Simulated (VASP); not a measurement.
Output of a VASP run:

### OSZICAR
```
       N       E                     dE             d eps       ncg     rms          rms(c)
DAV:   1     0.108045028690E+03    0.10805E+03   -0.79575E+03   208   0.133E+03
DAV:   2    -0.215788275302E+02   -0.12962E+03   -0.12544E+03   218   0.354E+02
DAV:   3    -0.290783309506E+02   -0.74995E+01   -0.74542E+01   274   0.839E+01
DAV:   4    -0.293686232467E+02   -0.29029E+00   -0.28986E+00   290   0.151E+01
DAV:   5    -0.293774995906E+02   -0.88763E-02   -0.88757E-02   287   0.209E+00    0.173E+01
DAV:   6    -0.236858789550E+02    0.56916E+01   -0.27711E+01   249   0.576E+01    0.378E+00
DAV:   7    -0.237088951878E+02   -0.23016E-01   -0.17271E+00   236   0.139E+01    0.308E+00
DAV:   8    -0.237343678107E+02   -0.25473E-01   -0.58484E-01   254   0.487E+00    0.135E+00
DAV:   9    -0.236996155575E+02    0.34752E-01   -0.31534E-01   226   0.567E+00    0.464E-01
DAV:  10    -0.236973474674E+02    0.22681E-02   -0.22331E-02   236   0.153E+00    0.929E-02
DAV:  11    -0.236973062741E+02    0.41193E-04   -0.54972E-04   277   0.219E-01    0.390E-02
DAV:  12    -0.236973081163E+02   -0.18422E-05   -0.70531E-05   238   0.689E-02    0.192E-02
DAV:  13    -0.236973006781E+02    0.74382E-05   -0.63430E-05   233   0.645E-02    0.799E-03
DAV:  14    -0.236973002187E+02    0.45935E-06   -0.51315E-06   205   0.209E-02
   1 F= -.23697300E+02 E0= -.23688288E+02  d E =-.180252E-01
```

### OUTCAR
```
------------------------ aborting loop because EDIFF is reached ----------------------------------------
  FORCE on cell =-STRESS in cart. coord.  units (eV):
  Direction    XX          YY          ZZ          XY          YZ          ZX
  --------------------------------------------------------------------------------------
  Total        0.8380844      1.6815715     -1.3546531     -0.1016962      0.1125302      0.0398866
  in kB       52.2853370    104.9077339    -84.5123655     -6.3444952      7.0203908      2.4883973
  external PRESSURE =      24.2269018 kB  Pullay stress =       0.0000000 kB
  volume of cell :       25.68
      direct lattice vectors                 reciprocal lattice vectors
     1.515000000 -2.624057000  0.000000000     0.330033003 -0.190544641  0.000000000
     1.515000000  2.624057000  0.000000000     0.330033003  0.190544641  0.000000000
     0.000000000  0.000000000  3.230000000     0.000000000  0.000000000  0.309597523
 POSITION                                       TOTAL-FORCE (eV/Angst)
 -----------------------------------------------------------------------------------
      3.01323      0.01991      0.01142         0.016752     -0.003404      0.164379
      1.49974      0.83420      1.54722        -0.151129      0.080818      0.977674
      1.54702     -0.85411      1.67135         0.134376     -0.077414     -1.142053
 -----------------------------------------------------------------------------------
    total drift:                               -0.000208      0.000092     -0.000040
  FREE ENERGIE OF THE ION-ELECTRON SYSTEM (eV)
  ---------------------------------------------------
  free  energy   TOTEN  =       -23.6973002187 eV

  energy  without entropy=      -23.6792750169  energy(sigma->0) =      -23.68828762
```
(Selected blocks of OUTCAR.)

### POSCAR
```
TiB2
1
    1.5150000000    -2.6240570000     0.0000000000
    1.5150000000     2.6240570000     0.0000000000
    0.0000000000     0.0000000000     3.2300000000
Ti B
1 2
Direct
 -0.0093280000  -0.0017400000   0.0035360000
  0.3360130000   0.6539170000   0.4790170000
  0.6733150000   0.3478230000   0.5174470000
```

Write an INCAR and KPOINTS that could have produced this output.

One answer among several that fit: the input of the run itself, PBE GGA, plane waves, VASP's PBE PAW potentials (set 64).

INCAR:
```
SYSTEM = TiB2
PREC = Accurate
ENCUT = 400
EDIFF = 1E-6
NELM = 100
ALGO = Normal
LREAL = .FALSE.
LASPH = .TRUE.
ISMEAR = 0
SIGMA = 0.2
GGA = PE
LMAXMIX = 4
LWAVE = .FALSE.
LCHARG = .FALSE.
ISIF = 2
```

KPOINTS:
```
Automatic mesh
0
Gamma
2 2 2
0 0 0
```

POTCAR, in this order: Ti_sv B (PBE.64 set). Program: vasp_std.

At this cut-off the stress carries a Pulay error, which pulls relaxed volumes low.

The structure is a typed TiB2 crystal. The cell was not relaxed at this level, atoms are displaced from their ideal sites. The k-mesh is coarse (spacing up to 1.20 per Å, 2π included), so the numbers may not be converged in it. The run is one of a series of settings (KPOINTS 2×2×2 Γ-centred mesh against the base run), some of them coarse on purpose.
